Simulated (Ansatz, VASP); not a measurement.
# Te (Tellurium) in two plane-wave programs, part 2 of 2

Wanted: the spread between two codes on one cell, functional and k mesh. The cell is taken from a series of runs on this material, whose earlier steps may have relaxed, scaled, displaced or heated it; both programs get it as it stands.

VASP 6.6.1 and Ansatz 0.2.0.

So far: Starting point; Ansatz: zone-centre phonons, LDA.

### 3. VASP: zone-centre phonons, LDA

Level of this step: LDA; plane waves and PAW (Te) (VASP).

The same cell, functional (in two slightly different forms), mesh and smearing now go to VASP, with its own data sets.

Lines of VASP's logs that name or quote its potential files are left out, and so is its time.

File INCAR:

```
SYSTEM = Te
PREC = Accurate
ENCUT = 500
EDIFF = 1E-08
NELM = 120
ISMEAR = 1
SIGMA = 0.2
LREAL = .FALSE.
ALGO = Normal
GGA = PW92
NBANDS = 15
LORBIT = 11
LWAVE = .FALSE.
LCHARG = .FALSE.
ISIF = 2
IBRION = 8
LASPH = .TRUE.
GGA_COMPAT = .FALSE.
KPAR = 2
```

File POSCAR:

```
Te
1.0
    4.4039202010      0.0000000000      0.0000000000
   -2.2019601005      3.8139067704      0.0000000000
    0.0000000000      0.0000000000      5.9290639837
Te
3
Direct
    0.2753931604      0.0000000000      0.3333333333
    0.0000000000      0.2753931604      0.6666666667
    0.7246068396      0.7246068396      1.0000000000
```

File KPOINTS:

```
Automatic mesh
0
Gamma
12 12 8
0 0 0
```

PAW data sets: Te (LDA family, release 64).

Launch:

```sh
$ mpirun -np 2 vasp_std
```

Numbers of over 12 decimals in the logs are rounded to 6 here.

Log:

```text
[banner, memory and clock lines left out]
running    2 mpi-ranks, on    1 nodes
 distrk:  each k-point on    1 cores,    2 groups
 distr:  one band on    1 cores,    1 groups

 POSCAR found type information on POSCAR Te
 POSCAR found :  1 types and       3 ions
|                                                                             |
|               ----> ADVICE to this user running VASP <----                  |
|                                                                             |
|     You enforced a specific xc type in the INCAR file but a different       |
|     [... a line on the potential file left out ...]
|     I HOPE YOU KNOW WHAT YOU ARE DOING!                                     |
|                                                                             |

 LDA part: xc-table for (Slater(with rela. corr.)+PW92), standard interpolation
 POSCAR, INCAR and KPOINTS ok, starting setup
 FFT: planning ... GRIDC
 FFT: planning ... GRID_SOFT
 FFT: planning ... GRID
 WAVECAR not read
 entering main loop
       N       E                     dE             d eps       ncg     rms          rms(c)
DAV:   1     0.724324290359E+02    0.72432E+02   -0.63867E+03  3930   0.933E+02
DAV:   2    -0.644824543702E+01   -0.78881E+02   -0.75156E+02  5312   0.139E+02
DAV:   3    -0.113219094391E+02   -0.48737E+01   -0.48304E+01  4658   0.396E+01
DAV:   4    -0.114108381767E+02   -0.88929E-01   -0.88904E-01  5828   0.629E+00
DAV:   5    -0.114119501144E+02   -0.11119E-02   -0.11119E-02  5087   0.617E-01    0.124E+01
DAV:   6    -0.113796510139E+02    0.32299E-01   -0.17293E-02  5001   0.763E-01    0.781E+00
DAV:   7    -0.113678373969E+02    0.11814E-01   -0.37068E-02  4469   0.108E+00    0.309E-01
DAV:   8    -0.113671058677E+02    0.73153E-03   -0.62377E-03  4490   0.458E-01    0.146E-01
DAV:   9    -0.113671232952E+02   -0.17427E-04   -0.18255E-04  5484   0.953E-02    0.753E-02
DAV:  10    -0.113671186909E+02    0.46042E-05   -0.18634E-05  4897   0.270E-02    0.805E-03
DAV:  11    -0.113671181787E+02    0.51220E-06   -0.27164E-06  5128   0.103E-02    0.326E-03
DAV:  12    -0.113671181645E+02    0.14203E-07   -0.43579E-07  4980   0.383E-03    0.146E-03
DAV:  13    -0.113671181675E+02   -0.29303E-08   -0.19273E-08  4324   0.873E-04
   1 F= -.11367118E+02 E0= -.11367883E+02  d E =0.229566E-02
 Linear response reoptimize wavefunctions to high precision
DAV:   1    -0.113671181686E+02   -0.11071E-08   -0.27486E-09  4184   0.361E-04
DAV:   2    -0.113671181686E+02   -0.21828E-10   -0.33211E-10  2847   0.120E-04
 Linear response DOF=           3
 Linear response progress:
  Degree of freedom:   1/  3
       N       E                     dE             d eps       ncg     rms          rms(c)
RMM:   1    -0.476572951924E-01   -0.47657E-01    0.36143E-02 21838   0.105E+00
RMM:   2    -0.461373006958E-01    0.15200E-02   -0.23933E-03 15021   0.280E-01    0.982E-02
RMM:   3    -0.460687596455E-01    0.68541E-04   -0.91226E-05 15972   0.601E-02    0.674E-02
RMM:   4    -0.459991362087E-01    0.69623E-04   -0.19579E-05 16364   0.230E-02    0.160E-02
RMM:   5    -0.459965810506E-01    0.25552E-05   -0.57177E-07 16538   0.562E-03    0.710E-03
RMM:   6    -0.460013299433E-01   -0.47489E-05   -0.29802E-07 16436   0.254E-03    0.133E-03
RMM:   7    -0.460009161961E-01    0.41375E-06    0.99930E-08 16756   0.611E-04    0.478E-04
RMM:   8    -0.460002853453E-01    0.63085E-06    0.10649E-07 16526   0.187E-04    0.140E-04
RMM:   9    -0.460003681088E-01   -0.82764E-07   -0.14652E-07 17206   0.567E-05    0.739E-05
RMM:  10    -0.460003506578E-01    0.17451E-07   -0.33612E-09 17198   0.226E-05    0.161E-05
RMM:  11    -0.460003465780E-01    0.40798E-08   -0.13130E-08 17199   0.140E-05    0.125E-05
 first order change of Fermi-energy   0.25474E+00
 force on displaced ion       1 direction 1 :  -2.862   0.000   0.000
 Linear response progress:
  Degree of freedom:   2/  3
       N       E                     dE             d eps       ncg     rms          rms(c)
RMM:   1    -0.489395714217E-01   -0.48940E-01    0.30398E-02 40040   0.105E+00
RMM:   2    -0.475759653227E-01    0.13636E-02   -0.24521E-03 27423   0.278E-01    0.741E-02
RMM:   3    -0.474442243838E-01    0.13174E-03   -0.11103E-04 28992   0.628E-02    0.473E-02
RMM:   4    -0.473536604928E-01    0.90564E-04   -0.31887E-05 29326   0.266E-02    0.142E-02
RMM:   5    -0.473496961696E-01    0.39643E-05   -0.17252E-06 29952   0.705E-03    0.720E-03
RMM:   6    -0.473564497819E-01   -0.67536E-05   -0.33275E-07 29873   0.230E-03    0.990E-04
RMM:   7    -0.473562732701E-01    0.17651E-06    0.10696E-07 30614   0.509E-04    0.597E-04
RMM:   8    -0.473559430653E-01    0.33020E-06    0.24183E-08 30634   0.179E-04    0.153E-04
RMM:   9    -0.473559974667E-01   -0.54401E-07   -0.16274E-07 31335   0.492E-05    0.203E-05
RMM:  10    -0.473560027484E-01   -0.52817E-08   -0.23882E-08 31131   0.222E-05    0.160E-05
 first order change of Fermi-energy   0.60825E-04
 force on displaced ion       1 direction 2 :  -0.001  -2.347  -0.585
 Linear response progress:
  Degree of freedom:   3/  3
       N       E                     dE             d eps       ncg     rms          rms(c)
RMM:   1    -0.582302743233E-01   -0.58230E-01    0.42544E-02 41952   0.108E+00
RMM:   2    -0.553980705977E-01    0.28322E-02   -0.30180E-03 27469   0.305E-01    0.223E-01
RMM:   3    -0.551762653272E-01    0.22181E-03   -0.41488E-04 28826   0.904E-02    0.149E-01
RMM:   4    -0.551297119110E-01    0.46553E-04   -0.18050E-05 29329   0.248E-02    0.729E-02
RMM:   5    -0.551129125027E-01    0.16799E-04   -0.70907E-06 29941   0.140E-02    0.382E-03
RMM:   6    -0.551146028928E-01   -0.16904E-05   -0.47980E-07 30018   0.328E-03    0.242E-03
RMM:   7    -0.551159657495E-01   -0.13629E-05   -0.15369E-07 30328   0.110E-03    0.521E-04
RMM:   8    -0.551160293308E-01   -0.63581E-07    0.11878E-07 30822   0.306E-04    0.221E-04
RMM:   9    -0.551161497906E-01   -0.12046E-06   -0.25471E-08 30936   0.913E-05    0.450E-05
RMM:  10    -0.551162176975E-01   -0.67907E-07   -0.53970E-08 31320   0.335E-05    0.870E-06
RMM:  11    -0.551162256949E-01   -0.79974E-08   -0.95408E-09 31746   0.139E-05    0.233E-06
 first order change of Fermi-energy   0.13741E-04
 force on displaced ion       1 direction 3 :  -0.002  -0.586  -4.864
 Linear response finished
```

OUTCAR, selected parts (step 3):

```text
ion  position               nearest neighbor table
   1  0.275  0.000  0.333-   3 2.88   2 2.88   3 3.42   3 3.42   2 3.42   2 3.42
   2  0.000  0.275  0.667-   3 2.88   1 2.88   3 3.42   3 3.42   1 3.42   1 3.42
   3  0.725  0.725  0.000-   1 2.88   2 2.88   1 3.42   2 3.42   2 3.42   1 3.42

  LATTYP: Found a hexagonal cell.
 ALAT       =     4.4039202010
 C/A-ratio  =     1.3463150359

 Subroutine GETGRP returns: Found  6 space group operations
 (whereof  2 operations were pure point group operations)

The static configuration has the point symmetry C_2 .
 The point group associated with its full space group is D_3 .

 Found    131 irreducible k-points:

   k-points           NKPTS =    131   k-points in BZ     NKDIM =    131   number of bands    NBANDS=     15

   dimension x,y,z NGX =    32 NGY =   32 NGZ =   48
   dimension x,y,z NGXF=    64 NGYF=   64 NGZF=   96

   ENCUT  =  500.0 eV  36.75 Ry    6.06 a.u.   8.03  8.03 10.81*2*pi/ulx,y,z

   NELECT =      18.0000    total number of electrons

 k-points in reciprocal lattice and weights: Automatic mesh
   0.00000000  0.00000000  0.00000000       0.001
   0.08333333  0.00000000  0.00000000       0.005
   0.16666667  0.00000000  0.00000000       0.005
   0.25000000  0.00000000  0.00000000       0.005
   0.33333333  0.00000000  0.00000000       0.005
   0.41666667  0.00000000  0.00000000       0.005
   0.50000000  0.00000000  0.00000000       0.003
   0.08333333  0.08333333  0.00000000       0.005
   0.16666667  0.08333333  0.00000000       0.010
[...]
0.33333333  0.25000000  0.50000000       0.010
   0.33333333  0.33333333  0.50000000       0.002

 average (electrostatic) potential at core
       1 -89.6269       2 -89.6269       3 -89.6269

  Total       -1.0344987     -1.0344987     -1.0112239     -0.0000000      0.0000000      0.0000000
  in kB      -16.6435082    -16.6435082    -16.2690526     -0.0000000      0.0000000      0.0000000
  external PRESSURE =     -16.5186897 kB  Pullay stress =       0.0000000 kB

  energy-cutoff  :      500.00
  volume of cell :       99.59
      direct lattice vectors                 reciprocal lattice vectors
     4.403920201  0.000000000  0.000000000     0.227070418  0.131099167  0.000000000
    -2.201960101  3.813906770  0.000000000     0.000000000  0.262198334  0.000000000
     0.000000000  0.000000000  5.929063984     0.000000000  0.000000000  0.168660686

 POSITION                                       TOTAL-FORCE (eV/Angst)
 -----------------------------------------------------------------------------------
      1.21281      0.00000      1.97635         0.025736      0.000000     -0.000000
     -0.60640      1.05032      3.95271        -0.012868      0.022288      0.000000
      1.59556      2.76358      0.00000        -0.012868     -0.022288      0.000000
 -----------------------------------------------------------------------------------
    total drift:                                0.000000      0.000000     -0.000000

 Eigenvectors and eigenvalues of the dynamical matrix
 ----------------------------------------------------

   1 f  =    3.831937 THz    24.076769 2PiTHz  127.819655 cm-1    15.847610 meV
             X         Y         Z           dx          dy          dz
      1.212810  0.000000  1.976355     0.063937   -0.152277   -0.721373
     -0.606405  1.050324  3.952709    -0.163844    0.020771    0.622985
      1.595555  2.763583  0.000000     0.099910    0.131511    0.098388

   2 f  =    3.831937 THz    24.076769 2PiTHz  127.819655 cm-1    15.847610 meV
             X         Y         Z           dx          dy          dz
      1.212810  0.000000  1.976355    -0.152281   -0.063935   -0.302876
     -0.606405  1.050324  3.952709     0.020767    0.163846   -0.473289
      1.595555  2.763583  0.000000     0.131507   -0.099908    0.776166

   3 f  =    3.119979 THz    19.603409 2PiTHz  104.071313 cm-1    12.903193 meV
             X         Y         Z           dx          dy          dz
      1.212810  0.000000  1.976355    -0.577350    0.000000    0.000000
     -0.606405  1.050324  3.952709     0.288675   -0.500000   -0.000000
      1.595555  2.763583  0.000000     0.288675    0.500000    0.000000

   4 f  =    2.602239 THz    16.350352 2PiTHz   86.801362 cm-1    10.761992 meV
             X         Y         Z           dx          dy          dz
      1.212810  0.000000  1.976355     0.000000    0.577350   -0.000050
     -0.606405  1.050324  3.952709    -0.500000   -0.288675   -0.000050
      1.595555  2.763583  0.000000     0.500000   -0.288675   -0.000050

   5 f  =    2.450169 THz    15.394867 2PiTHz   81.728849 cm-1    10.133081 meV
             X         Y         Z           dx          dy          dz
      1.212810  0.000000  1.976355     0.236291   -0.500286    0.211182
     -0.606405  1.050324  3.952709    -0.551393    0.045355   -0.192000
      1.595555  2.763583  0.000000     0.314988    0.454689   -0.019183

   6 f  =    2.450169 THz    15.394867 2PiTHz   81.728849 cm-1    10.133081 meV
             X         Y         Z           dx          dy          dz
      1.212810  0.000000  1.976355    -0.500124   -0.236367    0.099776
     -0.606405  1.050324  3.952709     0.045517    0.551317    0.133001
      1.595555  2.763583  0.000000     0.454850   -0.315064   -0.232777

   7 f/i=    0.000225 THz     0.001413 2PiTHz    0.007503 cm-1     0.000930 meV
             X         Y         Z           dx          dy          dz
      1.212810  0.000000  1.976355     0.000000    0.000050    0.577350
     -0.606405  1.050324  3.952709    -0.000043   -0.000025    0.577350
      1.595555  2.763583  0.000000     0.000043   -0.000025    0.577350

   8 f/i=    0.000380 THz     0.002388 2PiTHz    0.012676 cm-1     0.001572 meV
             X         Y         Z           dx          dy          dz
      1.212810  0.000000  1.976355    -0.354204   -0.455904   -0.000031
     -0.606405  1.050324  3.952709    -0.354068   -0.455959    0.000036
      1.595555  2.763583  0.000000    -0.354184   -0.456050   -0.000005

   9 f/i=    0.000380 THz     0.002388 2PiTHz    0.012676 cm-1     0.001572 meV
             X         Y         Z           dx          dy          dz
      1.212810  0.000000  1.976355     0.456038   -0.354100   -0.000024
     -0.606405  1.050324  3.952709     0.455983   -0.354237   -0.000015
      1.595555  2.763583  0.000000     0.455892   -0.354120    0.000039

 ELASTIC MODULI CONTR FROM IONIC RELAXATION (kBar)
 Direction    XX          YY          ZZ          XY          YZ          ZX
 --------------------------------------------------------------------------------
 XX        -248.4389    -89.0133   -204.7203     -0.0000   -113.5992     -0.0000
 YY         -89.0133   -248.4389   -204.7203     -0.0000    113.5992     -0.0000
 ZZ        -204.7203   -204.7203   -248.3931     -0.0000     -0.0000     -0.0000
 XY          -0.0000     -0.0000     -0.0000    -80.1281     -0.0000   -110.3190
 YZ        -113.5992    113.5992     -0.0000     -0.0000   -184.6743     -0.0000
 ZX          -0.0000     -0.0000     -0.0000   -110.3190     -0.0000   -177.6120
 --------------------------------------------------------------------------------
```

The gap is under twice the smearing width, so the edge states are partly filled and the run can't tell a small gap from a semimetal. Methfessel-Paxton smearing is not meant for a cell with a gap.

### 4. Comparison

Known differences besides the potentials themselves: the data sets hold 48 valence electrons in Ansatz (on its PAW soft_1 files) and 18 in VASP; the cutoff is 420 eV in Ansatz and 500 eV in VASP; VASP's log shows a relativistic correction to its local exchange, Ansatz's none. Total energies have different zeros and are not compared.

The two programs side by side:

| quantity | Ansatz | VASP | difference |
| --- | --- | --- | --- |
| optical mode 1 to 2 (cm⁻¹) | 81.7 | 81.7 | -0.01 % |
| optical mode 3 (cm⁻¹) | 86.9 | 86.8 | +0.10 % |
| optical mode 4 (cm⁻¹) | 102.5 | 104.1 | -1.56 % |
| optical mode 5 to 6 (cm⁻¹) | 127.5 | 127.8 | -0.27 % |

Our record labels this cell a metal in Ansatz alone; each run is judged by its own test, so with a small gap or wide smearing the label says little about the levels. Modes are paired by rising frequency, not by their patterns, so a pair may set unlike modes beside each other; they are those without the splitting of longitudinal modes.

### 5. Summary of results

```
r.m.s. difference of the optical zone-centre modes, each program's sorted by frequency (zone-centre phonons, LDA) : 0.69 cm⁻¹
difference in optical mode 4 (zone-centre phonons, LDA)                                                           : -1.6 %
```

In words: The r.m.s. difference of the optical zone-centre modes, each program's sorted by frequency is 0.69 cm⁻¹ (zone-centre phonons, LDA). The data sets hold unlike numbers of valence electrons (48 in Ansatz and 18 in VASP), so part of the differences comes from the potentials. Among the rows given in per cent, the largest difference of the zone-centre phonons, LDA pair is in optical mode 4, -1.6 %. How closely two codes agree says nothing of how well the functional describes the real material.

[Lines on the potential files, build, host, timing and source positions are cut from VASP's logs without a mark.]

[Logs are printed without paths, hosts, clocks, repeated set-up lines and the standing remarks that a program may print on its own settings, such as how far it seeks lower states.]

[Hosts, paths, dates, database ids (printed as entryN), source tags and the programs' standing remarks are cut or masked in the printed files.]
